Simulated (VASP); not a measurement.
Consider the following.

```yaml
crystal:
  lattice:
    - [4.23304, 0.00000, 0.00000]
    - [0.00000, 4.23304, 0.00000]
    - [0.00000, 0.00000, 2.69333]
  atoms:
    - { symbol: Si, position: [0.00000, 0.00000, 0.00000] }
    - { symbol: Si, position: [0.50000, 0.50000, 0.50000] }
    - { symbol: O, position: [0.30681, 0.30681, 0.00000] }
    - { symbol: O, position: [0.80681, 0.19319, 0.50000] }
    - { symbol: O, position: [0.19319, 0.80681, 0.50000] }
    - { symbol: O, position: [0.69319, 0.69319, 0.00000] }
```

These are PBE GGA, VASP's PBE PAW potentials (set 64) (plane waves; VASP) values and carry that method's errors. Run with 520 eV cut-off, 5×5×8 Γ-centred mesh, Gaussian smearing of 0.010 eV, potentials Si O.

Question: Give the electronic dielectric tensor ε∞ (DFPT, local fields included).

Answer: 
```
3.41  0.00  0.00
0.00  3.41  0.00
0.00  0.00  3.59
```

Question: Give the Born effective charges.

Answer: 
```tsv
atom	Z*xx	Z*yy	Z*zz	mean
Si1	3.82	3.82	4.07	3.90
Si2	3.82	3.82	4.07	3.90
O3	-1.91	-1.91	-2.03	-1.95
O4	-1.91	-1.91	-2.03	-1.95
O5	-1.91	-1.91	-2.03	-1.95
O6	-1.91	-1.91	-2.03	-1.95
```

Question: And the static tensor with the ions free?

Answer: 
```
12.7  0.00  0.00
0.00  12.7  0.00
0.00  0.00  9.26
```

Question: Which frequencies do the optical Γ-point modes have (no LO-TO splitting)?

Answer: 224, 371, 432 (×2), 536 (×2), 560 (×2), 575, 630, 720, 726, 796 (×2), 905 cm⁻¹.

The compound is SiO2 in the rutile structure, stishovite, a high-pressure form. It was relaxed first.
